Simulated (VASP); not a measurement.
Computed with PBEsol GGA, VASP's PBE PAW potentials (set 64) (plane waves; VASP).

Input for VASP

File KPOINTS:
```
Regular mesh
0
gamma
11 11 11
0 0 0
```

### INCAR
```
! general
SYSTEM =As
PREC   =Accurate
ENCUT  =520   ! plane-wave cut-off (eV)
LREAL  =.FALSE.
LASPH  =.TRUE.

! electronic loop
EDIFF  =1E-6   ! SCF stop (eV)
NELM   =100   ! most electronic steps
ALGO   =Normal
LMAXMIX=4   ! l cut-off of mixed one-centre charges

! smearing
ISMEAR =1   ! Methfessel-Paxton
SIGMA  =0.1   ! width (eV)

! functional
GGA    =PS

! ions
IBRION =2
NSW    =60   ! most ionic steps
ISIF   =3
EDIFFG =-0.01

! output
LWAVE  =.FALSE.
LCHARG =.FALSE.
```

File POSCAR:
```
As
1
    3.5352000183    -1.8946130567    -0.0536344132
    3.5352000183     1.8946130567    -0.0536344132
    2.5673953994     0.0000000000     3.0819723693
As
2
Direct
  0.2304896472   0.2304896472   0.2304896472
  0.7695103528   0.7695103528   0.7695103528
```

POTCAR, in this order: As (PBE.64 set). Program: vasp_std.

Output of the run:

File OSZICAR:
```
       N       E                     dE             d eps       ncg     rms          rms(c)
DAV:   1     0.285527797685E+02    0.28553E+02   -0.43349E+03  2628   0.928E+02
DAV:   2    -0.915580116120E+01   -0.37709E+02   -0.36523E+02  4142   0.122E+02
DAV:   3    -0.102419575665E+02   -0.10862E+01   -0.10835E+01  2968   0.252E+01
DAV:   4    -0.102474145964E+02   -0.54570E-02   -0.54557E-02  3329   0.187E+00
DAV:   5    -0.102474271509E+02   -0.12554E-04   -0.12554E-04  2903   0.784E-02    0.333E+00
DAV:   6    -0.102301866444E+02    0.17241E-01   -0.44334E-03  2911   0.484E-01    0.198E+00
DAV:   7    -0.102204628343E+02    0.97238E-02   -0.97801E-03  2826   0.737E-01    0.678E-02
DAV:   8    -0.102204935171E+02   -0.30683E-04   -0.19561E-04  2726   0.111E-01    0.213E-02
DAV:   9    -0.102205046164E+02   -0.11099E-04   -0.22230E-05  3186   0.366E-02    0.791E-03
DAV:  10    -0.102205039564E+02    0.66008E-06   -0.22904E-06  2080   0.101E-02
   1 F= -.10220504E+02 E0= -.10220576E+02  d E =-.102205E+02
```

OUTCAR:
```
------------------------ aborting loop because EDIFF is reached ----------------------------------------
  FORCE on cell =-STRESS in cart. coord.  units (eV):
  Direction    XX          YY          ZZ          XY          YZ          ZX
  --------------------------------------------------------------------------------------
  Total        0.0038983     -0.0034007     -0.0027054      0.0000000     -0.0000000      0.0022528
  in kB        0.1493959     -0.1303264     -0.1036787      0.0000000     -0.0000000      0.0863362
  external PRESSURE =      -0.0282031 kB  Pullay stress =       0.0000000 kB
  volume of cell :       41.81
      direct lattice vectors                 reciprocal lattice vectors
     3.535200018 -1.894613057 -0.053634413     0.139669508 -0.263906130 -0.116349795
     3.535200018  1.894613057 -0.053634413     0.139669508  0.263906130 -0.116349795
     2.567395399  0.000000000  3.081972369     0.004861232  0.000000000  0.320417958
 POSITION                                       TOTAL-FORCE (eV/Angst)
 -----------------------------------------------------------------------------------
      2.22141      0.00000      0.68564        -0.002609      0.000000     -0.000805
      7.41638      0.00000      2.28907         0.002609      0.000000      0.000805
 -----------------------------------------------------------------------------------
    total drift:                               -0.000000      0.000000     -0.000000
  FREE ENERGIE OF THE ION-ELECTRON SYSTEM (eV)
  ---------------------------------------------------
  free  energy   TOTEN  =       -10.2205039564 eV

  energy  without entropy=      -10.2207199057  energy(sigma->0) =      -10.22057594

 reached required accuracy - stopping structural energy minimisation
```
(Selected blocks of OUTCAR.)

The compound is As in the a7 structure. It was relaxed first. The start is the result of an earlier pass.
